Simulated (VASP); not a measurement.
CdTe:

```
Cd Te
1.0
     0.00000    3.20500    3.20500
     3.20500    0.00000    3.20500
     3.20500    3.20500    0.00000
Cd Te
1 1
Direct
  0.00000 0.00000 0.00000
  0.25000 0.25000 0.25000
```

```yaml
Program: VASP 6.6.1
Task: relaxation of cell and atoms
Functional: PBE
Potentials_or_basis: VASP PAW PBE potentials, release 64 (Cd, Te)
Cutoff: 600 eV
k_mesh: 8 × 8 × 8
Occupations: gaussian, width 0.03 eV
Spin: no spin polarisation
```

At the start: pressure 4.4 GPa; volume 32.92 Å³/atom.

Problem. How do energy, volume and symmetry change on relaxing?

Solution. Over 3 steps the energy falls by 42.0 meV/atom and the volume is 36.30 Å³/atom (+10.3 %); space group F-43m (No. 216, to 0.05 Å).

The path:
| step | energy change (eV) | largest force (eV/Å) | pressure (GPa) | volume (Å³) |
| --- | --- | --- | --- | --- |
| 1 | 0.0000 | 0.0000 | 4.35 | 65.84 |
| 2 | -0.0777 | 0.0000 | -0.93 | 74.74 |
| 3 | -0.0840 | 0.0000 | 0.02 | 72.60 |

Final structure:
```
CELL_PARAMETERS angstrom
0.00000 3.31114 3.31114
3.31114 0.00000 3.31114
3.31114 3.31114 0.00000
ATOMIC_POSITIONS crystal
Cd 0.00000 0.00000 0.00000
Te 0.25000 0.25000 0.25000
```

Caveat: the volume moved by +10 % from the deposited cell, more than functionals usually miss.
